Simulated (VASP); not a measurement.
VASP runs on Li (bcc) share one base input (PBE GGA, plane waves, VASP's PBE PAW potentials (set 64)) and change the settings named in each case.

INCAR:
```
! general
SYSTEM = Li
PREC   = Accurate
ENCUT  = 520
LREAL  = .FALSE.
LASPH  = .TRUE.

! electronic loop
EDIFF  = 1E-6
NELM   = 100
ALGO   = Normal

! smearing
ISMEAR = 1
SIGMA  = 0.1

! functional
GGA    = PE

! ions
ISIF   = 2

! output
LWAVE  = .FALSE.
LCHARG = .FALSE.
```

File POSCAR:
```
Li
3.0828770
 -0.5773503127   0.5773503127   0.5773503127
  0.5773503127  -0.5773503127   0.5773503127
  0.5773503127   0.5773503127  -0.5773503127
Li
1
Direct
  0.0000000000   0.0000000000   0.0000000000
```

### KPOINTS
```
Automatic mesh
0
Gamma
13 13 13
0 0 0
```

POTCAR, in this order: Li_sv (PBE.64 set). Program: vasp_std.

```csv
change,pressure (GPa),plane waves
base run,-1.32,621
ENCUT = 475,-1.69,555
ENCUT = 525,-1.31,631
ENCUT = 550,-1.30,682
ENCUT = 625,-1.40,811
ENCUT = 700,-1.42,960
ENCUT = 725,-1.40,1016
ENCUT = 775,-1.35,1124
```

Left out are runs that ran out of time, are held back, or changed the cell or the kind of run, fixed moments of cells without a moment, rows past the twelfth, gaps on odd meshes, pressures of charged cells and columns that move by less than the noise.

The compound is Li in the bcc structure. The cell was not relaxed at this level.
